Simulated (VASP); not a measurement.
Method: PBEsol GGA, VASP's PBE PAW potentials (set 64) (plane waves; VASP).

VASP ran on this input.

POSCAR:
```
BN
1
    2.4815737678     0.0000000000     0.0000000000
   -1.2407868839     2.1491058475    -0.0000000000
    0.0000000000     0.0000000000     4.0027508195
B N
2 2
Direct
  0.0000000000   0.0000000000   0.0000000000
  0.0000000000   0.0000000000   0.5000000000
  0.3333330000   0.6666670000   0.2500000000
  0.6666670000   0.3333330000   0.7500000000
```

INCAR:
```
SYSTEM = BN
PREC = Accurate
ENCUT = 520
EDIFF = 1E-6
NELM = 100
ALGO = Normal
LREAL = .FALSE.
LASPH = .TRUE.
ISMEAR = 0
SIGMA = 0.05
GGA = PS
LWAVE = .FALSE.
LCHARG = .FALSE.
IBRION = 2
ISIF = 3
NSW = 60
EDIFFG = -0.01
```

KPOINTS:
```
Regular mesh
0
Gamma
 11 11 6
0 0 0
```

POTCAR, in this order: B N (PBE.64 set). Program: vasp_std.

Output

### OUTCAR
```
 ion  position               nearest neighbor table
   1  0.000  0.000  0.000-   3 1.75   4 1.75   3 1.75   4 1.75   4 1.75   3 1.75   2 2.00   2 2.00
  LATTYP: Found a hexagonal cell.
 ALAT       =     2.4815737678
 C/A-ratio  =     1.6129888506
 Subroutine PRICEL returns:
 Original cell was already a primitive cell.
 Subroutine GETGRP returns: Found 24 space group operations
The static configuration has the point symmetry D_3d.
 The point group associated with its full space group is D_6h.
The dynamic configuration has the point symmetry D_3d.
 Subroutine INISYM returns: Found 24 space group operations
 Subroutine IBZKPT returns following result:
 Found     64 irreducible k-points:

 Following reciprocal coordinates:
            Coordinates               Weight
  0.000000  0.000000  0.000000      1.000000
  0.090909  0.000000  0.000000      6.000000
  0.181818  0.000000  0.000000      6.000000
  0.272727  0.000000  0.000000      6.000000
  0.363636  0.000000  0.000000      6.000000
  0.454545  0.000000  0.000000      6.000000
  0.090909  0.090909  0.000000      6.000000
  0.181818  0.090909  0.000000     12.000000
  0.272727  0.090909  0.000000     12.000000
  0.363636  0.090909  0.000000     12.000000
  0.454545  0.090909  0.000000      6.000000
  0.181818  0.181818  0.000000      6.000000
  0.272727  0.181818  0.000000     12.000000
  0.363636  0.181818  0.000000     12.000000
  0.272727  0.272727  0.000000      6.000000
  0.363636  0.272727  0.000000      6.000000
  0.000000  0.000000  0.166667      2.000000
  0.090909  0.000000  0.166667     12.000000
  0.181818  0.000000  0.166667     12.000000
  0.272727  0.000000  0.166667     12.000000
  0.363636  0.000000  0.166667     12.000000
  0.454545  0.000000  0.166667     12.000000
  0.090909  0.090909  0.166667     12.000000
...
```

File OSZICAR:
```
       N       E                     dE             d eps       ncg     rms          rms(c)
DAV:   1     0.530380306670E+02    0.53038E+02   -0.91503E+03  1536   0.134E+03
DAV:   2    -0.289550380228E+02   -0.81993E+02   -0.74205E+02  2256   0.269E+02
DAV:   3    -0.313425472473E+02   -0.23875E+01   -0.23710E+01  2020   0.459E+01
DAV:   4    -0.313595383879E+02   -0.16991E-01   -0.16970E-01  1924   0.368E+00
DAV:   5    -0.313598143120E+02   -0.27592E-03   -0.27581E-03  1960   0.382E-01    0.851E+00
DAV:   6    -0.299158525359E+02    0.14440E+01   -0.46777E+00  1968   0.175E+01    0.345E+00
DAV:   7    -0.298965698653E+02    0.19283E-01   -0.16596E-01  1860   0.409E+00    0.226E+00
DAV:   8    -0.298881063649E+02    0.84635E-02   -0.13130E-02  1812   0.113E+00    0.265E-01
DAV:   9    -0.298875169197E+02    0.58945E-03   -0.15265E-03  1960   0.384E-01    0.681E-02
DAV:  10    -0.298875283028E+02   -0.11383E-04   -0.11476E-04  1864   0.983E-02    0.145E-02
DAV:  11    -0.298875275425E+02    0.76023E-06   -0.11765E-05  1916   0.293E-02    0.286E-03
DAV:  12    -0.298875275277E+02    0.14831E-07   -0.63069E-07  1104   0.804E-03
   1 F= -.29887528E+02 E0= -.29887528E+02  d E =-.298875E+02
       N       E                     dE             d eps       ncg     rms          rms(c)
DAV:   1    -0.298880198114E+02   -0.49227E-03   -0.14820E-02  1840   0.126E+00    0.154E-01
DAV:   2    -0.298876026265E+02    0.41718E-03   -0.10477E-03  1820   0.307E-01    0.505E-02
DAV:   3    -0.298875740864E+02    0.28540E-04   -0.87873E-05  1984   0.891E-02    0.172E-02
DAV:   4    -0.298875666714E+02    0.74149E-05   -0.72369E-06  1844   0.242E-02    0.667E-03
DAV:   5    -0.298875656968E+02    0.97458E-06   -0.13984E-06  1016   0.113E-02
   2 F= -.29887566E+02 E0= -.29887566E+02  d E =-.381691E-04
       N       E                     dE             d eps       ncg     rms          rms(c)
DAV:   1    -0.298877501973E+02   -0.18353E-03   -0.31191E-03  1856   0.580E-01    0.713E-02
DAV:   2    -0.298876605359E+02    0.89661E-04   -0.22511E-04  1800   0.142E-01    0.235E-02
DAV:   3    -0.298876550935E+02    0.54424E-05   -0.18668E-05  1980   0.411E-02    0.785E-03
DAV:   4    -0.298876538892E+02    0.12043E-05   -0.13536E-06  1128   0.110E-02    0.284E-03
DAV:   5    -0.298876538733E+02    0.15877E-07   -0.22463E-07   876   0.499E-03
   3 F= -.29887654E+02 E0= -.29887654E+02  d E =-.126346E-03
```

OUTCAR:
```
------------------------ aborting loop because EDIFF is reached ----------------------------------------
  FORCE on cell =-STRESS in cart. coord.  units (eV):
  Direction    XX          YY          ZZ          XY          YZ          ZX
  --------------------------------------------------------------------------------------
  Total        0.0027519      0.0027519     -0.0101752      0.0000000      0.0000000      0.0000000
  in kB        0.2060920      0.2060920     -0.7620378      0.0000000      0.0000000      0.0000000
  external PRESSURE =      -0.1166179 kB  Pullay stress =       0.0000000 kB
  volume of cell :       21.39
      direct lattice vectors                 reciprocal lattice vectors
     2.483671564  0.000000000  0.000000000     0.402629725  0.232458389  0.000000000
    -1.241835782  2.150922592  0.000000000     0.000000000  0.464916777  0.000000000
     0.000000000 -0.000000000  4.004601458     0.000000000 -0.000000000  0.249712739
  FREE ENERGIE OF THE ION-ELECTRON SYSTEM (eV)
  ---------------------------------------------------
  free  energy   TOTEN  =       -29.8876538733 eV

  energy  without entropy=      -29.8876538733  energy(sigma->0) =      -29.88765387

 reached required accuracy - stopping structural energy minimisation
```
(Selected blocks of OUTCAR.)

### CONTCAR
```
BN
   1.00000000000000
     2.4836715639279681    0.0000000000000000    0.0000000000000000
    -1.2418357819639840    2.1509225920440636    0.0000000000000000
     0.0000000000000000   -0.0000000000000000    4.0046014582460749
  B               N
     2     2
Direct
     0.0000000000000000    0.0000000000000000    0.0000000000000000
     0.0000000000000000    0.0000000000000000    0.5000000000000000
     0.3333330000000032    0.6666669999999968    0.2500000000000000
     0.6666669999999968    0.3333330000000032    0.7500000000000000
```

The structure was generated: BN was put into the NiAs type type (P6_3/mmc), which need not be its known phase. This run relaxes it. Symmetry was kept, so distortions that lower it aren't found. The start is the result of an earlier pass.
